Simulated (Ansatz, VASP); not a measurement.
## Cross-check of Na2Cd11 (Na2Cd11 (Pm-3)) between VASP and Ansatz

Aim: how closely do two programs agree when they are given the same cell, functional and k mesh? The structure shown is the end of the Ansatz relaxation below.

Program: Ansatz 0.2.0. Level of theory: plane waves, with VASP 6.6.1 beside it; single point at PBEsol. Results are calculated unless marked as measured.

### 1. The starting structure

Symmetry: Pm-3, No. 200, cubic system. The conventional cell has a = 9.517 Å, b = 9.517 Å, c = 9.517 Å, α = 90.00°, β = 90.00°, γ = 90.00°. Na has 12 Cd at 3.25 to 3.48 Å nearest. Nearest to Cd lie 12 Cd at 2.94 Å. Nearest to Cd lie 9 Cd at 2.83 to 3.13 Å and 3 Na at 3.27 to 3.33 Å. Cd has 10 Cd at 2.94 to 3.12 Å nearest. Nearest to Cd lie 5 Cd at 2.83 to 3.03 Å and 2 Na at 3.25 Å. Nearest to Cd lie 9 Cd at 2.94 to 3.44 Å and 3 Na at 3.48 Å. Farther neighbours are not listed.

### 2. Ansatz: relaxation, PBEsol

Ansatz runs on its default PAW (the set named soft_2) files.

This run makes the geometry at which the two programs are then compared.

The input, input.yaml:

```yaml
crystal:
  lattice:
    - [9.6216414, 0.0, 0.0]
    - [0.0, 9.6216414, 0.0]
    - [0.0, 0.0, 9.6216414]
  atoms:
    - { symbol: Na, position: [0.5, 0.19798668, 0.0] }
    - { symbol: Na, position: [0.5, 0.80201332, 0.0] }
    - { symbol: Na, position: [0.0, 0.5, 0.19798668] }
    - { symbol: Na, position: [0.0, 0.5, 0.80201332] }
    - { symbol: Na, position: [0.19798668, 0.0, 0.5] }
    - { symbol: Na, position: [0.80201332, 0.0, 0.5] }
    - { symbol: Cd, position: [0.0, 0.0, 0.0] }
    - { symbol: Cd, position: [0.73309892, 0.0, 0.15654497] }
    - { symbol: Cd, position: [0.26690108, 0.0, 0.84345503] }
    - { symbol: Cd, position: [0.26690108, 0.0, 0.15654497] }
    - { symbol: Cd, position: [0.73309892, 0.0, 0.84345503] }
    - { symbol: Cd, position: [0.15654497, 0.73309892, 0.0] }
    - { symbol: Cd, position: [0.84345503, 0.26690108, 0.0] }
    - { symbol: Cd, position: [0.15654497, 0.26690108, 0.0] }
    - { symbol: Cd, position: [0.84345503, 0.73309892, 0.0] }
    - { symbol: Cd, position: [0.0, 0.15654497, 0.73309892] }
    - { symbol: Cd, position: [0.0, 0.84345503, 0.26690108] }
    - { symbol: Cd, position: [0.0, 0.15654497, 0.26690108] }
    - { symbol: Cd, position: [0.0, 0.84345503, 0.73309892] }
    - { symbol: Cd, position: [0.5, 0.26766811, 0.5] }
    - { symbol: Cd, position: [0.5, 0.73233189, 0.5] }
    - { symbol: Cd, position: [0.5, 0.5, 0.26766811] }
    - { symbol: Cd, position: [0.5, 0.5, 0.73233189] }
    - { symbol: Cd, position: [0.26766811, 0.5, 0.5] }
    - { symbol: Cd, position: [0.73233189, 0.5, 0.5] }
    - { symbol: Cd, position: [0.0, 0.34088839, 0.5] }
    - { symbol: Cd, position: [0.0, 0.65911161, 0.5] }
    - { symbol: Cd, position: [0.5, 0.0, 0.34088839] }
    - { symbol: Cd, position: [0.5, 0.0, 0.65911161] }
    - { symbol: Cd, position: [0.34088839, 0.5, 0.0] }
    - { symbol: Cd, position: [0.65911161, 0.5, 0.0] }
    - { symbol: Cd, position: [0.71856163, 0.28143837, 0.28143837] }
    - { symbol: Cd, position: [0.28143837, 0.28143837, 0.71856163] }
    - { symbol: Cd, position: [0.28143837, 0.71856163, 0.28143837] }
    - { symbol: Cd, position: [0.71856163, 0.71856163, 0.71856163] }
    - { symbol: Cd, position: [0.28143837, 0.71856163, 0.71856163] }
    - { symbol: Cd, position: [0.71856163, 0.71856163, 0.28143837] }
    - { symbol: Cd, position: [0.71856163, 0.28143837, 0.71856163] }
    - { symbol: Cd, position: [0.28143837, 0.28143837, 0.28143837] }
basis:
  ecutwfc: 420
  xc_grid: 2
hamiltonian:
  xc: pbesol
kpoints:
  mp_grid: { grid: [4, 4, 4] }
scf:
  occupations: { method: fermi_dirac, width: 0.05 }
  max_iter: 150
output:
  forces: true
  stress: true
relax:
  f_tol: 0.01
  max_steps: 60
  cell: {}
checkpoint:
  write: "../pbesol.run"
  compress: false
  write_wavefunctions: false
  write_every: 100000
```

On the command line:

```bash
> ansatz run input.yaml --threads 8 --pin off --max-ram 13189MiB --backend cpu --events-out ev --progress --plain --runs-dir out
```

Numbers of over 12 decimals in the logs are rounded to 6 here.

What it wrote:

```text
Engine: ansatz 0.2.0, x86_64-unknown-linux-gnu
Pseudopotentials: kind: paw
Pseudopotential: Na, paw, valence charge 9, recommended cutoff 420 eV (normal), Na.paw.azcp
Pseudopotential: Cd, paw, valence charge 20, recommended cutoff 420 eV (normal), Cd.paw.azcp
Functional definition: PBEsol
  exchange = pbesol_x
  correlation = pbesol_c
Crystal: 39 atoms, lattice volume = 890.733 Å³
Basis set: ecut = 420 eV, 17365 PW (Γ), exchange–correlation on 144×144×144 points (8 copies of the dense FFT grid, shifted against one another)
Bands: 429, of which v1, the nominal top of the filled ones, is band 357 counted from 1 (356 counted from 0)
Symmetry: 24 space group operations
Space group: Pm-3 (ITA 200), of the structure as read, at distance tolerance 9.6e-5 Å
k-points: 11 of 64
Non-local potential: Na, projectors of the file, l = 0: 3, l = 1: 2, l = 2: 1
Non-local potential: Cd, projectors of the file, l = 0: 3, l = 1: 2, l = 2: 2, l = 3: 1
PAW form: soft (Blöchl's): semilocal exchange-correlation on the pseudo side does not see the compensation charge
PAW frozen core: Na, regenerated for the run's functional, and the local potential with it (the file was generated under x = pbe(κ = 0.804, μ = 0.219515), c = pbe(β = 0.066725))
PAW frozen core: Cd, regenerated for the run's functional, and the local potential with it (the file was generated under x = pbe(κ = 0.804, μ = 0.219515), c = pbe(β = 0.066725))
PAW one-centre angular grid: Na, 110 points (default); XC on 64 Gauss nodes
PAW one-centre angular grid: Cd, 590 points (default); XC on 64 Gauss nodes
Initial density: superposition of atomic densities (neutral atoms: chi_scale 0, normalization atom), corrected by the library's trained network
Initial wavefunctions: pseudopotential atomic-orbital guess
Functional: x = pbesol(κ = 0.804, μ = 0.123457), c = pbesol(β = 0.046)
SCF iter   1: F=—  HF=-278932.331855 eV  |F-HF|=—  |Δ(HF+E_count)|=         —  Δρ=5.07e-3  dr2=4.26e-1  ethr=1.77e-3  ⟨swp⟩=5.0  Hψ=14760  notcnv=0  defer=503
preconditioner: auto → LDOS  [metal: Δε(μ)=0.071 eV  Ē_g=13.610 eV  σ=0.050 eV  W_gap=0.33  n_scr=256 (ndim 8)  ℏωp=26.0 eV  f_vac=0.035  D(μ)=10.44/eV (n_scr^D=32)  β→1.0]
SCF iter   2: F=—  HF=-278932.348640 eV  |F-HF|=—  |Δ(HF+E_count)|=   1.68e-2  Δρ=6.70e-3  dr2=3.35e-1  ethr=5.96e-5  ⟨swp⟩=2.0  Hψ=9173  notcnv=0  defer=617
SCF iter   3: F=—  HF=-278932.235390 eV  |F-HF|=—  |Δ(HF+E_count)|=   1.13e-1  Δρ=7.12e-4  dr2=3.31e-3  ethr=4.69e-5  ⟨swp⟩=2.0  Hψ=6488  notcnv=0  defer=617
SCF iter   4: F=—  HF=-278932.234203 eV  |F-HF|=—  |Δ(HF+E_count)|=   1.19e-3  Δρ=1.37e-4  dr2=2.29e-4  ethr=4.63e-7  ⟨swp⟩=2.0  Hψ=6578  notcnv=0  defer=617
SCF iter   5: F=—  HF=-278932.234166 eV  |F-HF|=—  |Δ(HF+E_count)|=   3.76e-5  Δρ=3.04e-5  dr2=7.94e-6  ethr=3.20e-8  ⟨swp⟩=2.0  Hψ=6585  notcnv=0  defer=617
SCF iter   6: F=—  HF=-278932.235008 eV  |F-HF|=—  |Δ(HF+E_count)|=   8.42e-4  Δρ=9.49e-6  dr2=7.31e-7  ethr=1.11e-9  ⟨swp⟩=2.0  Hψ=6316  notcnv=0  defer=617
SCF iter   7: F=-278932.235008 eV  HF=-278932.235008 eV  |F-HF|=3.84e-8  |Δ(HF+E_count)|=   5.20e-8  Δρ=3.29e-6  dr2=7.20e-8  ethr=1.40e-11  ⟨swp⟩=4.0  Hψ=13095  notcnv=0
SCF 1 converged in 7 iterations: F = -278932.235008 eV  dr2 = 7.20e-8
  greatest PAW one-centre occupation: 1.000 electrons in one spin orbital (limit 2), on the Cd atom at site 6 (counted from 0), in its partial waves of l = 0
relax step   1: F+E_penalty+E_count = -278932.23500835 eV  Δ(F+E_penalty+E_count) = +0.000e0 eV  max|allowed force component| = 3.779e-2 eV/Å  Δτ_max = 0.0000 Å  P = -1.489 GPa  Ω = 890.733 Å³  (7 SCF iters, dr2 threshold 1.00e-7 eV, accepted)
Crystal: 39 atoms, lattice volume = 855.581 Å³
Basis set: ecut = 420 eV, 16831 PW (Γ), exchange–correlation on 144×144×144 points (8 copies of the dense FFT grid, shifted against one another)
Initial density: handed on by an earlier stage of this run
Initial wavefunctions: those handed on with the density
iter 1 solved again at ethr=1.50e-5 eV; its pass at ethr=3.10e-3 eV (dr2=1.07e-1 eV) is discarded
SCF iter   1: F=—  HF=-278932.406127 eV  |F-HF|=—  |Δ(HF+E_count)|=         —  Δρ=2.51e-3  dr2=1.11e-1  ethr=1.50e-5  ⟨swp⟩=3.1  Hψ=18859  notcnv=0
preconditioner: auto → LDOS  [metal: Δε(μ)=0.045 eV  Ē_g=13.859 eV  σ=0.050 eV  W_gap=0.22  n_scr=250 (ndim 8)  ℏωp=26.6 eV  f_vac=0.030  D(μ)=11.32/eV (n_scr^D=56)  β→1.0]
SCF iter   2: F=—  HF=-278932.399941 eV  |F-HF|=—  |Δ(HF+E_count)|=   6.19e-3  Δρ=3.40e-3  dr2=8.25e-2  ethr=1.50e-5  ⟨swp⟩=2.3  Hψ=9078  notcnv=0
SCF iter   3: F=—  HF=-278932.373203 eV  |F-HF|=—  |Δ(HF+E_count)|=   2.67e-2  Δρ=2.48e-4  dr2=6.18e-4  ethr=1.16e-5  ⟨swp⟩=2.0  Hψ=7575  notcnv=0
SCF iter   4: F=—  HF=-278932.373891 eV  |F-HF|=—  |Δ(HF+E_count)|=   6.88e-4  Δρ=9.10e-5  dr2=7.48e-5  ethr=8.66e-8  ⟨swp⟩=2.1  Hψ=8319  notcnv=0
[...]
iter 1 solved again at ethr=5.50e-9 eV; its pass at ethr=3.10e-3 eV (dr2=3.92e-5 eV) is discarded
SCF iter   1: F=—  HF=-278932.376168 eV  |F-HF|=—  |Δ(HF+E_count)|=         —  Δρ=7.14e-5  dr2=7.70e-6  ethr=5.50e-9  ⟨swp⟩=4.1  Hψ=27883  notcnv=0
preconditioner: auto → LDOS  [metal: Δε(μ)=0.019 eV  Ē_g=13.850 eV  σ=0.050 eV  W_gap=0.09  n_scr=256 (ndim 8)  ℏωp=26.5 eV  f_vac=0.030  D(μ)=11.13/eV (n_scr^D=56)  β→1.0]
[...]
SCF converged after 6 iterations
Free energy (F): -278932.376464 eV
Harris-Foulkes:  -278932.376464 eV  (|F-HF|=1.16e-10)
Internal energy: -278932.283568 eV  (E = F + TS)
E sigma→0 (E₀):  -278932.330016 eV
Entropy (-TS):   -0.092896 eV (-2.382 meV/atom)
Fermi energy:    12.413189 eV
--- Per-component energies (eV) ---
  E_band       = -15235.421883
  E_kinetic    = 17388.469471
  E_local      = -115809.643046  (includes V_loc(G=0)·N_el)
  E_nonlocal   = 1846.308402
  E_hartree    = 53457.681999
  E_xc         = -6040.114593
  E_vxc        = -7618.734510  (∫ρ·V_xc dr)
  E_paw        = -133923.624281  (= ΣΔE_a)
  E_vpaw       = -17957.185862  (= ΣTr[D̂ρ^β])
  E_aug_tail   = 0.000350  (compensation charges beyond the density's cutoff)
  E_ewald      = -95862.974702
  E_core_change = 11.612833  (= ΣΔE_core)
  E_smearing   = -0.092896  (= −TS)
  E_closure    = -0.000000  (closes the sum)
  Σ components = -278932.376464   (vs F -278932.376464, Δ=0.00e0)
--- Forces (eV/Å), atoms counted from 1 ---
  atom   1  Na     0.00000000     0.00241915     0.00000000
  atom   2  Na    -0.00000000    -0.00241915     0.00000000
  atom   3  Na     0.00000000     0.00000000     0.00241915
  atom   4  Na    -0.00000000    -0.00000000    -0.00241915
  atom   5  Na     0.00241915     0.00000000    -0.00000000
  atom   6  Na    -0.00241915    -0.00000000     0.00000000
  atom   7  Cd     0.00000000    -0.00000000     0.00000000
  atom   8  Cd     0.00354159    -0.00000000    -0.00516053
  atom   9  Cd    -0.00354159     0.00000000     0.00516053
  atom  10  Cd    -0.00354159    -0.00000000    -0.00516053
  atom  11  Cd     0.00354159     0.00000000     0.00516053
  atom  12  Cd    -0.00516053     0.00354159     0.00000000
  atom  13  Cd     0.00516053    -0.00354159     0.00000000
  atom  14  Cd    -0.00516053    -0.00354159    -0.00000000
  atom  15  Cd     0.00516053     0.00354159     0.00000000
  atom  16  Cd     0.00000000    -0.00516053     0.00354159
  atom  17  Cd    -0.00000000     0.00516053    -0.00354159
  atom  18  Cd     0.00000000    -0.00516053    -0.00354159
  atom  19  Cd    -0.00000000     0.00516053     0.00354159
  atom  20  Cd    -0.00000000     0.00351385     0.00000000
  atom  21  Cd     0.00000000    -0.00351385    -0.00000000
  atom  22  Cd    -0.00000000    -0.00000000     0.00351385
  atom  23  Cd     0.00000000     0.00000000    -0.00351385
  atom  24  Cd     0.00351385     0.00000000     0.00000000
[...]
atom  32  Cd     0.00017341    -0.00017341    -0.00017341
  atom  33  Cd    -0.00017341    -0.00017341     0.00017341
  atom  34  Cd    -0.00017341     0.00017341    -0.00017341
  atom  35  Cd     0.00017341     0.00017341     0.00017341
  atom  36  Cd    -0.00017341     0.00017341     0.00017341
  atom  37  Cd     0.00017341     0.00017341    -0.00017341
  atom  38  Cd     0.00017341    -0.00017341     0.00017341
  atom  39  Cd    -0.00017341    -0.00017341    -0.00017341
  max |Σ_I F_I| component: 9.84e-18 eV/Å
--- Stress (GPa, compression-positive) ---
       -0.025807      -0.000000      -0.000000
       -0.000000      -0.025807      -0.000000
       -0.000000      -0.000000      -0.025807
  P = ⅓ Tr σ = -0.0258 GPa (-0.258 kbar)
--- Relaxed structure (3 steps of the walk, 3 accepted, 1 SCFs on fresh bases) ---
  F+E_penalty+E_count = -278932.37646420 eV   max|allowed force component| = 5.161e-3 eV/Å   (the final SCF, on the basis selected at the relaxed cell)
  cell:  # Å, volume = 862.0942 Å³
    - [9.517398, 0, 0.0]
    - [0, 9.517398, 0.0]
    - [0, 0.0, 9.517398]
  atoms:
    - { symbol: Na, position: [0.5, 0.198150, 0] }
    - { symbol: Na, position: [0.5, 0.801850, 0] }
    - { symbol: Na, position: [0, 0.5, 0.198150] }
    - { symbol: Na, position: [0, 0.5, 0.801850] }
    - { symbol: Na, position: [0.198150, 0, 0.5] }
    - { symbol: Na, position: [0.801850, 0, 0.5] }
    - { symbol: Cd, position: [0, 0, 0] }
    - { symbol: Cd, position: [0.733187, 0, 0.156572] }
    - { symbol: Cd, position: [0.266813, 0, 0.843428] }
    - { symbol: Cd, position: [0.266813, 0, 0.156572] }
    - { symbol: Cd, position: [0.733187, 0, 0.843428] }
    - { symbol: Cd, position: [0.156572, 0.733187, 0] }
    - { symbol: Cd, position: [0.843428, 0.266813, 0] }
    - { symbol: Cd, position: [0.156572, 0.266813, 0] }
    - { symbol: Cd, position: [0.843428, 0.733187, 0] }
    - { symbol: Cd, position: [0, 0.156572, 0.733187] }
    - { symbol: Cd, position: [0, 0.843428, 0.266813] }
    - { symbol: Cd, position: [0, 0.156572, 0.266813] }
    - { symbol: Cd, position: [0, 0.843428, 0.733187] }
    - { symbol: Cd, position: [0.5, 0.268460, 0.5] }
    - { symbol: Cd, position: [0.5, 0.731540, 0.5] }
    - { symbol: Cd, position: [0.5, 0.5, 0.268460] }
    - { symbol: Cd, position: [0.5, 0.5, 0.731540] }
    - { symbol: Cd, position: [0.268460, 0.5, 0.5] }
    - { symbol: Cd, position: [0.731540, 0.5, 0.5] }
    - { symbol: Cd, position: [0, 0.341052, 0.5] }
    - { symbol: Cd, position: [0, 0.658948, 0.5] }
    - { symbol: Cd, position: [0.5, 0, 0.341052] }
    - { symbol: Cd, position: [0.5, 0, 0.658948] }
    - { symbol: Cd, position: [0.341052, 0.5, 0] }
    - { symbol: Cd, position: [0.658948, 0.5, 0] }
    - { symbol: Cd, position: [0.718431, 0.281569, 0.281569] }
    - { symbol: Cd, position: [0.281569, 0.281569, 0.718431] }
    - { symbol: Cd, position: [0.281569, 0.718431, 0.281569] }
    - { symbol: Cd, position: [0.718431, 0.718431, 0.718431] }
    - { symbol: Cd, position: [0.281569, 0.718431, 0.718431] }
    - { symbol: Cd, position: [0.718431, 0.718431, 0.281569] }
    - { symbol: Cd, position: [0.718431, 0.281569, 0.718431] }
    - { symbol: Cd, position: [0.281569, 0.281569, 0.281569] }
```

Reading the cycles: dr2 is the Hartree energy of the density residual (eV), the measure of convergence; HF is the Harris–Foulkes estimate of the energy, which meets the free energy F at convergence.

[end of part 1 of 2]

[Lines on the potential files, build, host, timing and source positions are cut from VASP's logs without a mark.]

[Logs are printed without paths, hosts, clocks, repeated set-up lines and the standing remarks that a program may print on its own settings, such as how far it seeks lower states.]

[Hosts, paths, dates, database ids (printed as entryN), source tags and the programs' standing remarks are cut or masked in the printed files.]
